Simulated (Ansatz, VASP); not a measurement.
**BaSrTi2O6 in two plane-wave programs**

Wanted: the spread between two codes on one cell, functional and k mesh. The cell is generated by rule, not measured, and may not be a known phase. The cell is taken from a series of runs on this material, whose earlier steps may have relaxed, scaled, displaced or heated it; both programs get it as it stands.

Calculated with Ansatz 0.2.0; plane waves, with VASP 6.6.1 beside it; relaxation of cell and atoms at PBEsol.

The structure was built from a prototype and need not be the compound's stable phase.

## 1. The structure

It takes space group P4mm (No. 99, tetragonal). The conventional cell has a = 3.953 Å, b = 3.953 Å, c = 7.906 Å, α = 90.00°, β = 90.00°, γ = 90.00°. Sr has 12 O at 2.76 to 2.83 Å nearest. Nearest to O lie 2 Ti at 1.93 to 2.02 Å and 4 Sr at 2.79 Å. Nearest to O lie 2 Ti at 1.98 Å and 2 Sr at 2.76 Å and 2 Ba at 2.76 Å. O has 2 Ti at 1.93 to 2.02 Å and 4 Ba at 2.79 Å nearest. Nearest to O lie 2 Ti at 1.98 Å and 2 Ba at 2.83 Å and 2 Sr at 2.83 Å. Ti has 6 O at 1.93 to 1.98 Å nearest. It derives from SrTiO3. Farther neighbours and most contacts between anions are not listed.

Coordinates:

```cif
data_structure
_symmetry_space_group_name_H-M 'P4mm'
_symmetry_Int_Tables_number 99
_cell_length_a 3.9525
_cell_length_b 3.9525
_cell_length_c 7.9061
_cell_angle_alpha 90.000
_cell_angle_beta 90.000
_cell_angle_gamma 90.000
_cell_volume 123.51
loop_
_atom_site_label
_atom_site_type_symbol
_atom_site_symmetry_multiplicity
_atom_site_Wyckoff_symbol
_atom_site_fract_x
_atom_site_fract_y
_atom_site_fract_z
_atom_site_occupancy
Sr1 Sr 1 a 0.00000 0.00000 0.12800 1
O1 O 1 b 0.50000 0.50000 0.12800 1
O2 O 2 c 0.50000 0.00000 0.37200 1
O3 O 1 b 0.50000 0.50000 0.61599 1
O4 O 2 c 0.50000 0.00000 0.87200 1
Ti1 Ti 1 b 0.50000 0.50000 0.37200 1
Ti2 Ti 1 b 0.50000 0.50000 0.87200 1
Ba1 Ba 1 a 0.00000 0.00000 0.61599 1
```

## 2. VASP: relaxation of cell and atoms, PBEsol

The relaxed volume is the usual yardstick between codes: in a stiff, nearly cubic crystal its relative difference is about their pressure difference at one cell divided by the bulk modulus.

Lines of VASP's logs that name or quote its potential files are left out, and so is its time.

The input, INCAR:

```
SYSTEM = BaSrTi2O6
PREC = Accurate
ENCUT = 600
EDIFF = 1E-07
NELM = 120
ISMEAR = -1
SIGMA = 0.02
LREAL = .FALSE.
ALGO = Normal
GGA = PS
NBANDS = 50
LASPH = .TRUE.
LORBIT = 11
LWAVE = .FALSE.
LCHARG = .FALSE.
ISIF = 3
IBRION = 2
NSW = 80
EDIFFG = -0.005
GGA_COMPAT = .FALSE.
NELMIN = 4
EFERMI = MIDGAP
KPAR = 4
```

The input, POSCAR:

```
BaSrTi2O6
1.0
    3.9525000000      0.0000000000      0.0000000000
    0.0000000000      3.9525000000      0.0000000000
    0.0000000000      0.0000000000      7.9061420000
Sr O Ti Ba
1 6 2 1
Direct
    0.0000000000      0.0000000000      0.1280040252
    0.5000000000      0.5000000000      0.1280040252
    0.5000000000      0.0000000000      0.3719959748
    0.0000000000      0.5000000000      0.3719959748
    0.5000000000      0.5000000000      0.6159880508
    0.5000000000      0.0000000000      0.8719959748
    0.0000000000      0.5000000000      0.8719959748
    0.5000000000      0.5000000000      0.3719959748
    0.5000000000      0.5000000000      0.8719959748
    0.0000000000      0.0000000000      0.6159880508
```

The input, KPOINTS:

```
Automatic mesh
0
Gamma
6 6 4
0 0 0
```

The projector-augmented-wave data sets are Sr_sv, O, Ti_sv and Ba_sv (PBE family, release 64).

Started as:

```sh
$ mpirun -np 4 vasp_std
```

Numbers of over 12 decimals in the logs are rounded to 6 here.

The log of the run:

```text
[banner, memory and clock lines left out]
running    4 mpi-ranks, on    1 nodes
 distrk:  each k-point on    1 cores,    4 groups
 distr:  one band on    1 cores,    1 groups

 POSCAR found type information on POSCAR SrO TiBa
 POSCAR found :  4 types and      10 ions
|                                                                             |
|               ----> ADVICE to this user running VASP <----                  |
|                                                                             |
|     You enforced a specific xc type in the INCAR file but a different       |
|     [... a line on the potential file left out ...]
|     I HOPE YOU KNOW WHAT YOU ARE DOING!                                     |
|                                                                             |

 LDA part: xc-table for (Slater+PW92), standard interpolation
 POSCAR, INCAR and KPOINTS ok, starting setup
 FFT: planning ... GRIDC
 FFT: planning ... GRID_SOFT
 FFT: planning ... GRID
 WAVECAR not read
 entering main loop
       N       E                     dE             d eps       ncg     rms          rms(c)
DAV:   1     0.106701955732E+04    0.10670E+04   -0.43287E+04  3000   0.193E+03
DAV:   2     0.758559266668E+02   -0.99116E+03   -0.93283E+03  3204   0.539E+02
DAV:   3    -0.931911810550E+02   -0.16905E+03   -0.16425E+03  4132   0.201E+02
DAV:   4    -0.103429556288E+03   -0.10238E+02   -0.10216E+02  4448   0.488E+01
DAV:   5    -0.103925502034E+03   -0.49595E+00   -0.49566E+00  4312   0.888E+00    0.348E+01
DAV:   6    -0.837286579865E+02    0.20197E+02   -0.10712E+02  4458   0.731E+01    0.181E+01
DAV:   7    -0.841255632221E+02   -0.39691E+00   -0.19030E+01  4054   0.236E+01    0.123E+01
DAV:   8    -0.841830379270E+02   -0.57475E-01   -0.42750E+00  4146   0.164E+01    0.522E+00
DAV:   9    -0.838873608452E+02    0.29568E+00   -0.12322E+00  4270   0.966E+00    0.142E+00
DAV:  10    -0.838793890029E+02    0.79718E-02   -0.12446E-01  4518   0.292E+00    0.970E-01
DAV:  11    -0.838824444462E+02   -0.30554E-02   -0.82905E-02  3914   0.162E+00    0.650E-01
DAV:  12    -0.838760255295E+02    0.64189E-02   -0.34615E-02  4390   0.124E+00    0.232E-01
DAV:  13    -0.838755689365E+02    0.45659E-03   -0.36591E-03  4018   0.544E-01    0.632E-02
DAV:  14    -0.838756093448E+02   -0.40408E-04   -0.30771E-04  4456   0.125E-01    0.492E-02
DAV:  15    -0.838756004922E+02    0.88527E-05   -0.59063E-05  4320   0.598E-02    0.227E-02
DAV:  16    -0.838755961490E+02    0.43432E-05   -0.17626E-05  4326   0.204E-02    0.115E-02
DAV:  17    -0.838755947965E+02    0.13525E-05   -0.70379E-06  4320   0.168E-02    0.333E-03
DAV:  18    -0.838755947640E+02    0.32489E-07   -0.66081E-07  4068   0.533E-03
   1 F= -.83875595E+02 E0= -.83875595E+02  d E =-.838756E+02
[... from here on, the cycles between the ionic steps are left out ...]
   2 F= -.83955534E+02 E0= -.83955534E+02  d E =-.799394E-01
  37 F= -.84013383E+02 E0= -.84013383E+02  d E =-.569780E-02
  38 F= -.84014408E+02 E0= -.84014408E+02  d E =-.102579E-02
  39 F= -.84014410E+02 E0= -.84014410E+02  d E =-.102706E-02
  40 F= -.84014726E+02 E0= -.84014726E+02  d E =-.316772E-03
  41 F= -.84014738E+02 E0= -.84014738E+02  d E =-.327890E-03
  42 F= -.84014818E+02 E0= -.84014818E+02  d E =-.802481E-04
  43 F= -.84014825E+02 E0= -.84014825E+02  d E =-.874585E-04
  44 F= -.84014830E+02 E0= -.84014830E+02  d E =-.550879E-05
  45 F= -.84014833E+02 E0= -.84014833E+02  d E =-.757879E-05
 curvature:  -1.05 expect dE=-0.616E-05 dE for cont linesearch -0.663E-08
 trial: gam= 0.70530 g(F)=  0.588E-05 g(S)=  0.315E-08 ort = 0.230E-06 (trialstep = 0.932E+00)
 search vector abs. value=  0.104E-04
 bond charge predicted
       N       E                     dE             d eps       ncg     rms          rms(c)
DAV:   1    -0.840148225778E+02    0.99729E-05   -0.16597E-03  3354   0.377E-01    0.110E-02
DAV:   2    -0.840148356751E+02   -0.13097E-04   -0.15567E-04  3246   0.653E-02    0.882E-03
DAV:   3    -0.840148358203E+02   -0.14520E-06   -0.81282E-06  4250   0.154E-02    0.482E-03
DAV:   4    -0.840148356116E+02    0.20877E-06   -0.75558E-07  3814   0.722E-03    0.272E-03
DAV:   5    -0.840148355849E+02    0.26618E-07   -0.21112E-07  2914   0.485E-03
  46 F= -.84014836E+02 E0= -.84014836E+02  d E =-.303973E-05
 trial-energy change:   -0.000003  1 .order   -0.000003   -0.000006   -0.000001
 step:   1.0391(harm=  1.0391)  dis= 0.00033  next Energy=   -84.014836 (dE=-0.314E-05)
 reached required accuracy - stopping structural energy minimisation
```

From OUTCAR (step 2):

```text
ion  position               nearest neighbor table
   1  0.000  0.000  0.128-   3 2.76   4 2.76   4 2.76   3 2.76   2 2.79   2 2.79   2 2.79   2 2.79
                             6 2.83   7 2.83   6 2.83   7 2.83   8 3.40   8 3.40   8 3.40   8 3.40
   2  0.500  0.500  0.128-   8 1.93   9 2.02   1 2.79   1 2.79   1 2.79   1 2.79
   3  0.500  0.000  0.372-   8 1.98   8 1.98   1 2.76   1 2.76  10 2.76  10 2.76
   4  0.000  0.500  0.372-   8 1.98   8 1.98   1 2.76   1 2.76  10 2.76  10 2.76
   5  0.500  0.500  0.616-   8 1.93   9 2.02  10 2.79  10 2.79  10 2.79  10 2.79
   6  0.500  0.000  0.872-   9 1.98   9 1.98  10 2.83  10 2.83   1 2.83   1 2.83
   7  0.000  0.500  0.872-   9 1.98   9 1.98  10 2.83  10 2.83   1 2.83   1 2.83
   8  0.500  0.500  0.372-   2 1.93   5 1.93   4 1.98   3 1.98   3 1.98   4 1.98   1 3.40   1 3.40
                             1 3.40   1 3.40  10 3.40  10 3.40  10 3.40  10 3.40
   9  0.500  0.500  0.872-   6 1.98   7 1.98   6 1.98   7 1.98   5 2.02   2 2.02  10 3.45  10 3.45
                            10 3.45  10 3.45   1 3.45   1 3.45   1 3.45   1 3.45
  10  0.000  0.000  0.616-   3 2.76   4 2.76   4 2.76   3 2.76   5 2.79   5 2.79   5 2.79   5 2.79
                             6 2.83   7 2.83   6 2.83   7 2.83   8 3.40   8 3.40   8 3.40   8 3.40

  LATTYP: Found a simple tetragonal cell.
 ALAT       =     3.9525000000
 C/A-ratio  =     2.0002889311

 Subroutine GETGRP returns: Found  8 space group operations
 (whereof  8 operations were pure point group operations)

The static configuration has the point symmetry C_4v.

 Found     30 irreducible k-points:

   k-points           NKPTS =     30   k-points in BZ     NKDIM =     30   number of bands    NBANDS=     50

   dimension x,y,z NGX =    32 NGY =   32 NGZ =   64
   dimension x,y,z NGXF=    64 NGYF=   64 NGZF=  128

   ENCUT  =  600.0 eV  44.10 Ry    6.64 a.u.   7.89  7.89 15.79*2*pi/ulx,y,z

   NELECT =      80.0000    total number of electrons

 k-points in reciprocal lattice and weights: Automatic mesh
   0.00000000  0.00000000  0.00000000       0.007
   0.16666667  0.00000000  0.00000000       0.028
   0.33333333  0.00000000  0.00000000       0.028
   0.50000000  0.00000000  0.00000000       0.014
   0.16666667  0.16666667  0.00000000       0.028
   0.33333333  0.16666667  0.00000000       0.056
   0.50000000  0.16666667  0.00000000       0.028
   0.33333333  0.33333333  0.00000000       0.028
   0.50000000  0.33333333  0.00000000       0.028
[...]
0.50000000  0.33333333  0.50000000       0.028
   0.50000000  0.50000000  0.50000000       0.007

 average (electrostatic) potential at core
       1 -34.3373       2 -69.7454       3 -69.5393       4 -69.5393       5 -69.5292
       6 -69.5421       7 -69.5421       8 -76.3767       9 -76.3629      10 -32.6247

 E-fermi :   4.8443

 k-point     1 :       0.0000    0.0000    0.0000
  band No.  band energies     occupation
    ...
     36       3.2124      2.00000
     37       3.2124      2.00000
     38       3.4868      2.00000
     39       3.5268      2.00000
     40       3.5268      2.00000
     41       5.7399      0.00000
     42       5.9121      0.00000
     43       5.9766      0.00000
     44       5.9766      0.00000
     45       7.6567      0.00000
    ...

 k-point     2 :       0.1667    0.0000    0.0000
  band No.  band energies     occupation
    ...
     36       2.8173      2.00000
     37       2.8759      2.00000
     38       2.9429      2.00000
     39       3.3029      2.00000
     40       3.4053      2.00000
     41       6.0049      0.00000
     42       6.3113      0.00000
     43       6.3638      0.00000
     44       6.4175      0.00000
     45       7.6424      0.00000
    ...

 k-point     3 :       0.3333    0.0000    0.0000
  band No.  band energies     occupation
    ...
     36       2.4384      2.00000
     37       2.6391      2.00000
     38       3.0380      2.00000
     39       3.1624      2.00000
     40       3.5388      2.00000
     41       6.0840      0.00000
     42       7.2135      0.00000
     43       7.2253      0.00000
     44       7.2684      0.00000
     45       7.6646      0.00000
    ...

  Total       -0.0017887     -0.0017887     -0.0008753      0.0000000     -0.0000000      0.0000000
  in kB       -0.0233119     -0.0233119     -0.0114079      0.0000000     -0.0000000      0.0000000
  external PRESSURE =      -0.0193439 kB  Pullay stress =       0.0000000 kB

  energy-cutoff  :      600.00
  volume of cell :      122.93
      direct lattice vectors                 reciprocal lattice vectors
     3.932363038  0.000000000  0.000000000     0.254300020  0.000000000  0.000000000
     0.000000000  3.932363038 -0.000000000     0.000000000  0.254300020 -0.000000000
     0.000000000  0.000000000  7.949998737     0.000000000  0.000000000  0.125786184

 POSITION                                       TOTAL-FORCE (eV/Angst)
 -----------------------------------------------------------------------------------
      0.00000      0.00000      1.01810        -0.000000     -0.000000     -0.004071
      1.96618      1.96618      0.94042        -0.000000      0.000000      0.002646
      1.96618      0.00000      2.85625         0.000000     -0.000000     -0.000349
      0.00000      1.96618      2.85625        -0.000000     -0.000000     -0.000349
      1.96618      1.96618      4.87747        -0.000000      0.000000      0.002672
      1.96618      0.00000      6.96795        -0.000000      0.000000      0.001066
      0.00000      1.96618      6.96795        -0.000000      0.000000      0.001066
      1.96618      1.96618      2.98745         0.000000      0.000000      0.003559
      1.96618      1.96618      7.05197        -0.000000     -0.000000     -0.004661
      0.00000      0.00000      4.97487        -0.000000     -0.000000     -0.001578
 -----------------------------------------------------------------------------------
    total drift:                                0.000000     -0.000000     -0.000233

  FREE ENERGIE OF THE ION-ELECTRON SYSTEM (eV)
  ---------------------------------------------------
  free  energy   TOTEN  =       -84.0148355849 eV

  energy  without entropy=      -84.0148355849  energy(sigma->0) =      -84.01483558

 reached required accuracy - stopping structural energy minimisation

 total charge
# of ion       s       p       d       tot
------------------------------------------
    1        1.997   5.761   0.205   7.964
    2        1.560   3.473   0.000   5.032
    3        1.555   3.466   0.000   5.021
    4        1.555   3.466   0.000   5.021
    5        1.557   3.456   0.000   5.013
    6        1.556   3.465   0.000   5.021
    7        1.556   3.465   0.000   5.021
    8        2.228   6.307   1.769  10.304
    9        2.230   6.305   1.786  10.321
   10        2.004   5.635   0.349   7.988
--------------------------------------------------
tot         17.799  44.799   4.108  66.706

[... 3 further parts left out ...]
```

CONTCAR:

```
BaSrTi2O6
   1.00000000000000
     3.9323630380478654    0.0000000000000000    0.0000000000000000
     0.0000000000000000    3.9323630380478654   -0.0000000000000000
     0.0000000000000000    0.0000000000000000    7.9499987371598113
  Sr              O               Ti              Ba
     1     6     2     1
Direct
     0.0000000000000000    0.0000000000000000    0.1280631911376892
     0.5000000000000000    0.5000000000000000    0.1182918393899623
     0.5000000000000000    0.0000000000000000    0.3592762851830969
     0.0000000000000000    0.5000000000000000    0.3592762851830969
     0.5000000000000000    0.5000000000000000    0.6135189037636021
     0.5000000000000000    0.0000000000000000    0.8764719693883740
     0.0000000000000000    0.5000000000000000    0.8764719693883740
     0.5000000000000000    0.5000000000000000    0.3757796154388821
     0.5000000000000000    0.5000000000000000    0.8870405801273841
     0.0000000000000000    0.0000000000000000    0.6257693617995386
```

This run has no spin polarisation, so a moment on Ti, if there is one, isn't seen. The run keeps the 8 symmetry operations of its start, so it cannot find a distortion of lower symmetry.

[end of part 1 of 2]

[Lines on the potential files, build, host, timing and source positions are cut from VASP's logs without a mark.]

[Logs are printed without paths, hosts, clocks, repeated set-up lines and the standing remarks that a program may print on its own settings, such as how far it seeks lower states.]

[Hosts, paths, dates, database ids (printed as entryN), source tags and the programs' standing remarks are cut or masked in the printed files.]
